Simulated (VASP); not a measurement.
All values below come from PBE GGA, VASP's PBE PAW potentials (set 64) (plane waves; VASP).

VASP input:

**KPOINTS**
```
Automatic mesh
0
Gamma
  8 8 8
```

### INCAR
```
SYSTEM = KF
PREC = Accurate
ENCUT = 520
EDIFF = 1E-7
NELM = 100
ALGO = Normal
LREAL = .FALSE.
LASPH = .TRUE.
ISMEAR = 0
SIGMA = 0.05
GGA = PE
LWAVE = .FALSE.
LCHARG = .FALSE.
ISIF = 2
```

File POSCAR:
```
KF
1
    0.0000000000     2.7103066905     2.7103066905
    2.7103066905     0.0000000000     2.7103066905
    2.7103066905     2.7103066905     0.0000000000
K F
1 1
Direct
  0.0000000000   0.0000000000   0.0000000000
  0.5000000000   0.5000000000   0.5000000000
```

POTCAR, in this order: K_sv F (PBE.64 set). Program: vasp_std.

The run wrote:

File OSZICAR:
```
       N       E                     dE             d eps       ncg     rms          rms(c)
DAV:   1     0.115887041097E+03    0.11589E+03   -0.83851E+03   696   0.128E+03
DAV:   2    -0.451930323150E+01   -0.12041E+03   -0.10960E+03   908   0.327E+02
DAV:   3    -0.944706673069E+01   -0.49278E+01   -0.49083E+01   872   0.643E+01
DAV:   4    -0.957530907077E+01   -0.12824E+00   -0.12814E+00  1060   0.923E+00
DAV:   5    -0.957640020308E+01   -0.10911E-02   -0.10911E-02   868   0.105E+00    0.627E+00
DAV:   6    -0.832884076402E+01    0.12476E+01   -0.44337E+00   752   0.180E+01    0.363E+00
DAV:   7    -0.830091773072E+01    0.27923E-01   -0.12027E-01   952   0.312E+00    0.218E+00
DAV:   8    -0.829681651709E+01    0.41012E-02   -0.56404E-02   748   0.277E+00    0.202E-01
DAV:   9    -0.829859108977E+01   -0.17746E-02   -0.60260E-03   956   0.642E-01    0.121E-01
DAV:  10    -0.829915990940E+01   -0.56882E-03   -0.83241E-04   748   0.286E-01    0.602E-02
DAV:  11    -0.829930211266E+01   -0.14220E-03   -0.34026E-04   740   0.149E-01    0.190E-02
DAV:  12    -0.829929552463E+01    0.65880E-05   -0.57292E-05   876   0.633E-02    0.729E-03
DAV:  13    -0.829929496870E+01    0.55593E-06   -0.51991E-06   764   0.226E-02    0.291E-03
DAV:  14    -0.829929501642E+01   -0.47716E-07   -0.45059E-07   888   0.612E-03
   1 F= -.82992950E+01 E0= -.82992950E+01  d E =-.938786E-16
```

### OUTCAR
```
------------------------ aborting loop because EDIFF is reached ----------------------------------------
  FORCE on cell =-STRESS in cart. coord.  units (eV):
  Direction    XX          YY          ZZ          XY          YZ          ZX
  --------------------------------------------------------------------------------------
  Total        0.0025843      0.0025843      0.0025843      0.0000000     -0.0000000      0.0000000
  in kB        0.1039837      0.1039837      0.1039837      0.0000000     -0.0000000      0.0000000
  external PRESSURE =       0.1039837 kB  Pullay stress =       0.0000000 kB
  volume of cell :       39.82
      direct lattice vectors                 reciprocal lattice vectors
     0.000000000  2.710306690  2.710306690    -0.184480967  0.184480967  0.184480967
     2.710306690  0.000000000  2.710306690     0.184480967 -0.184480967  0.184480967
     2.710306690  2.710306690  0.000000000     0.184480967  0.184480967 -0.184480967
  FREE ENERGIE OF THE ION-ELECTRON SYSTEM (eV)
  ---------------------------------------------------
  free  energy   TOTEN  =        -8.2992950164 eV

  energy  without entropy=       -8.2992950164  energy(sigma->0) =       -8.29929502
```
(Selected blocks of OUTCAR.)

The compound is KF in the rock salt structure. It was relaxed first.
